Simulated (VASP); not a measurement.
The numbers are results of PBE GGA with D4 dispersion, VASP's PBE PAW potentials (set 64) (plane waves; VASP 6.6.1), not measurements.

VASP input:

### KPOINTS
```
K-points
0
gamma
11 11 11
```

### INCAR
```
! general
SYSTEM  = CoGa
PREC    = Accurate
ENCUT   = 520
LREAL   = .FALSE.
LASPH   = .TRUE.

! electronic loop
EDIFF   = 1E-6
NELM    = 100
ALGO    = Normal
LMAXMIX = 4

! smearing
ISMEAR  = 1
SIGMA   = 0.1

! functional
GGA     = PE
IVDW    = 13

! ions
IBRION  = 2
NSW     = 60
ISIF    = 3
EDIFFG  = -0.01

! output
LWAVE   = .FALSE.
LCHARG  = .FALSE.
```

**POSCAR**
```
CoGa
1.0
  2.8800000000   0.0000000000   0.0000000000
  0.0000000000   2.8800000000   0.0000000000
  0.0000000000   0.0000000000   2.8800000000
Ga Co
1 1
Cart
  1.4400000000   1.4400000000   1.4400000000
  0.0000000000   0.0000000000   0.0000000000
```

POTCAR, in this order: Ga_d Co (PBE.64 set). Program: vasp_std.

The run wrote:

### OUTCAR
```
 ion  position               nearest neighbor table
   1  0.500  0.500  0.500-   2 2.49   2 2.49   2 2.49   2 2.49   2 2.49   2 2.49   2 2.49   2 2.49
  LATTYP: Found a simple cubic cell.
 ALAT       =     2.8800000000
 Subroutine PRICEL returns:
 Original cell was already a primitive cell.
 Subroutine GETGRP returns: Found 48 space group operations
The static configuration has the point symmetry O_h .
The dynamic configuration has the point symmetry O_h .
 Subroutine INISYM returns: Found 48 space group operations
 Subroutine IBZKPT returns following result:
 Found     56 irreducible k-points:

 Following reciprocal coordinates:
            Coordinates               Weight
  0.000000  0.000000  0.000000      1.000000
  0.090909  0.000000  0.000000      6.000000
  0.181818  0.000000  0.000000      6.000000
  0.272727  0.000000  0.000000      6.000000
  0.363636  0.000000  0.000000      6.000000
  0.454545  0.000000  0.000000      6.000000
  0.090909  0.090909  0.000000     12.000000
  0.181818  0.090909  0.000000     24.000000
  0.272727  0.090909  0.000000     24.000000
  0.363636  0.090909  0.000000     24.000000
  0.454545  0.090909  0.000000     24.000000
  0.181818  0.181818  0.000000     12.000000
  0.272727  0.181818  0.000000     24.000000
  0.363636  0.181818  0.000000     24.000000
  0.454545  0.181818  0.000000     24.000000
  0.272727  0.272727  0.000000     12.000000
  0.363636  0.272727  0.000000     24.000000
  0.454545  0.272727  0.000000     24.000000
  0.363636  0.363636  0.000000     12.000000
  0.454545  0.363636  0.000000     24.000000
  0.454545  0.454545  0.000000     12.000000
  0.090909  0.090909  0.090909      8.000000
  0.181818  0.090909  0.090909     24.000000
  0.272727  0.090909  0.090909     24.000000
  0.363636  0.090909  0.090909     24.000000
...
```

File OSZICAR:
```
       N       E                     dE             d eps       ncg     rms          rms(c)
DAV:   1     0.102305786361E+03    0.10231E+03   -0.10886E+04  1728   0.264E+03
DAV:   2    -0.592691009366E+01   -0.10823E+03   -0.10559E+03  1729   0.362E+02
DAV:   3    -0.113802712614E+02   -0.54534E+01   -0.54318E+01  2016   0.861E+01
DAV:   4    -0.114578561878E+02   -0.77585E-01   -0.77570E-01  2204   0.967E+00
DAV:   5    -0.114599197086E+02   -0.20635E-02   -0.20635E-02  2140   0.135E+00    0.960E+00
DAV:   6    -0.125590044752E+02   -0.10991E+01   -0.22926E+01  1881   0.639E+01    0.116E+01
DAV:   7    -0.104995116598E+02    0.20595E+01   -0.94935E+00  1736   0.473E+01    0.173E+00
DAV:   8    -0.104849269304E+02    0.14585E-01   -0.25107E-01  1973   0.553E+00    0.675E-01
DAV:   9    -0.104783109877E+02    0.66159E-02   -0.22073E-02  2265   0.234E+00    0.142E-01
DAV:  10    -0.104780400356E+02    0.27095E-03   -0.69361E-04  2252   0.378E-01    0.703E-02
DAV:  11    -0.104780291106E+02    0.10925E-04   -0.98624E-05  2398   0.178E-01    0.141E-02
DAV:  12    -0.104780281238E+02    0.98686E-06   -0.55768E-06  2032   0.418E-02
   1 F= -.11569205E+02 E0= -.11569513E+02  d E =-.115692E+02
       N       E                     dE             d eps       ncg     rms          rms(c)
DAV:   1    -0.117332663428E+02   -0.12552E+01   -0.17228E+01  1701   0.758E+01    0.880E+00
DAV:   2    -0.114719178695E+02    0.26135E+00   -0.12335E+01  1717   0.567E+01    0.721E+00
DAV:   3    -0.105401240516E+02    0.93179E+00   -0.53446E+00  1778   0.382E+01    0.264E+00
DAV:   4    -0.104186765140E+02    0.12145E+00   -0.29298E-01  2293   0.782E+00    0.690E-01
DAV:   5    -0.104057571724E+02    0.12919E-01   -0.18448E-02  2394   0.223E+00    0.214E-01
DAV:   6    -0.104053408751E+02    0.41630E-03   -0.17344E-03  2123   0.637E-01    0.530E-02
DAV:   7    -0.104053000333E+02    0.40842E-04   -0.68291E-05  2046   0.115E-01    0.133E-02
DAV:   8    -0.104052993769E+02    0.65646E-06   -0.34349E-06  1914   0.257E-02
   2 F= -.11568621E+02 E0= -.11569001E+02  d E =0.584757E-03
       N       E                     dE             d eps       ncg     rms          rms(c)
DAV:   1    -0.107904443600E+02   -0.38514E+00   -0.44594E+00  1694   0.427E+01    0.430E+00
DAV:   2    -0.107714177140E+02    0.19027E-01   -0.35081E+00  1723   0.276E+01    0.388E+00
DAV:   3    -0.104920742494E+02    0.27934E+00   -0.15646E+00  1780   0.184E+01    0.131E+00
DAV:   4    -0.104622930020E+02    0.29781E-01   -0.61886E-02  2159   0.398E+00    0.259E-01
DAV:   5    -0.104594168846E+02    0.28761E-02   -0.41104E-03  2244   0.117E+00    0.557E-02
DAV:   6    -0.104593036265E+02    0.11326E-03   -0.19098E-04  2184   0.223E-01    0.152E-02
DAV:   7    -0.104593065323E+02   -0.29059E-05   -0.52586E-06  2328   0.278E-02    0.319E-03
DAV:   8    -0.104593071163E+02   -0.58402E-06   -0.53087E-07  1039   0.867E-03
   3 F= -.11585966E+02 E0= -.11586317E+02  d E =-.167609E-01
```

### OUTCAR
```
------------------------ aborting loop because EDIFF is reached ----------------------------------------
  Edisp (eV):   -1.12666
  FORCE on cell =-STRESS in cart. coord.  units (eV):
  Direction    XX          YY          ZZ          XY          YZ          ZX
  --------------------------------------------------------------------------------------
  Total      -0.00331    -0.00331    -0.00331     0.00000     0.00000    -0.00000
  in kB      -0.23000    -0.23000    -0.23000     0.00000     0.00000    -0.00000
  external pressure =       -0.23 kB  Pullay stress =        0.00 kB
  volume of cell :       23.08
      direct lattice vectors                 reciprocal lattice vectors
     2.847034615  0.000000000 -0.000000000     0.351242656 -0.000000000 -0.000000000
     0.000000000  2.847034615  0.000000000    -0.000000000  0.351242656 -0.000000000
     0.000000000  0.000000000  2.847034615     0.000000000 -0.000000000  0.351242656
 POSITION                                       TOTAL-FORCE (eV/Angst)
 -----------------------------------------------------------------------------------
      1.42352      1.42352      1.42352         0.000000      0.000000      0.000000
      0.00000      0.00000      0.00000        -0.000000     -0.000000      0.000000
 -----------------------------------------------------------------------------------
    total drift:                                0.000000      0.000000     -0.000000
  FREE ENERGIE OF THE ION-ELECTRON SYSTEM (eV)
  ---------------------------------------------------
  free  energy   TOTEN  =       -11.5859663830 eV

  energy  without entropy=      -11.5870187170  energy(sigma->0) =      -11.58631716

 reached required accuracy - stopping structural energy minimisation
```
(Selected blocks of OUTCAR.)

CONTCAR:
```
CoGa
   1.00000000000000
     2.8470346148150196    0.0000000000000000   -0.0000000000000000
     0.0000000000000000    2.8470346148150196    0.0000000000000000
     0.0000000000000000    0.0000000000000000    2.8470346148150196
  Ga              Co
     1     1
Direct
     0.5000000000000000    0.5000000000000000    0.5000000000000000
     0.0000000000000000    0.0000000000000000    0.0000000000000000
```

Energy and stress use the plane-wave basis of the starting cell.

The compound is CoGa in the CsCl type structure. This run relaxes it. Symmetry was kept, so distortions that lower it aren't found. The run is not spin-polarised, so no magnetic state was tried.
